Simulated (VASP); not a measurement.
OSZICAR of a VASP run on Be (hcp):

OSZICAR:
```
       N       E                     dE             d eps       ncg     rms          rms(c)
DAV:   1    -0.369645459452E+01   -0.36965E+01   -0.15518E+03  4110   0.444E+02
DAV:   2    -0.757282513439E+01   -0.38764E+01   -0.37103E+01  6264   0.528E+01
DAV:   3    -0.759277948151E+01   -0.19954E-01   -0.19502E-01  5172   0.365E+00
DAV:   4    -0.759279448413E+01   -0.15003E-04   -0.15002E-04  5988   0.101E-01
DAV:   5    -0.759279449755E+01   -0.13421E-07   -0.13216E-07  5034   0.129E-03    0.121E+00
RMM:   6    -0.754648638942E+01    0.46308E-01   -0.53623E-03  4032   0.114E+00    0.746E-01
RMM:   7    -0.752798931876E+01    0.18497E-01   -0.69513E-03  4032   0.114E+00    0.262E-02
RMM:   8    -0.752799532747E+01   -0.60087E-05   -0.42037E-04  4028   0.271E-01    0.106E-02
RMM:   9    -0.752800066322E+01   -0.53357E-05   -0.23446E-05  3833   0.440E-02
   1 F= -.75280007E+01 E0= -.75278626E+01  d E =-.752800E+01
```

**Question.** Which electronic solver shows in the log?

**Answer.** It is blocked Davidson (ALGO = Normal, or the opening steps of other solvers) and then RMM-DIIS (ALGO = Fast or VeryFast). The INCAR had ALGO = Fast.

**Question.** Can the final energy be trusted as converged?

**Answer.** The run converged. It stopped with EDIFF = 1E-5, NELM = 100, NSW = 20 and EDIFFG = -0.03 after 1 ionic step (PBE GGA, plane waves, VASP's PBE PAW potentials (set 64)).

The compound is Be in the hcp structure. It was relaxed first.
